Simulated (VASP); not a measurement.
Given:

```yaml
crystal:
  lattice:
    - [0.00000, 3.39843, 3.39843]
    - [3.39843, 0.00000, 3.39843]
    - [3.39843, 3.39843, 0.00000]
  atoms:
    - { symbol: In, position: [0.00000, 0.00000, 0.00000] }
    - { symbol: Bi, position: [0.25000, 0.25000, 0.25000] }
```

Level of theory: PBEsol GGA, VASP's PBE PAW potentials (set 64) (plane waves; VASP). Numerical set-up: 300 eV cut-off, 6×6×6 Γ-centred mesh, Gaussian smearing of 0.10 eV, potentials In_d Bi_d.

At this cut-off the stress carries a Pulay error, which pulls relaxed volumes low. Unless said otherwise, spin-orbit coupling is left out, though it shifts the bands of the heavy elements here.

Problem. What does the run give for the energy per atom (σ→0), pressure, band gap (on the k-mesh) with the smallest direct gap where there is one?

Solution. 
| Property | Result |
|---|---|
| band gap (on the k-mesh) | none (metal, semimetal or under 0.01 eV) |
| energy per atom (σ→0) | -3574 meV/atom |
| pressure | -1.44 GPa |

The absolute energy has meaning only against runs of the same code, potentials and settings.

The structure comes from a computed database's InBi entry (F-43m); how it stands against other phases isn't given here. The cell was not relaxed at this level.
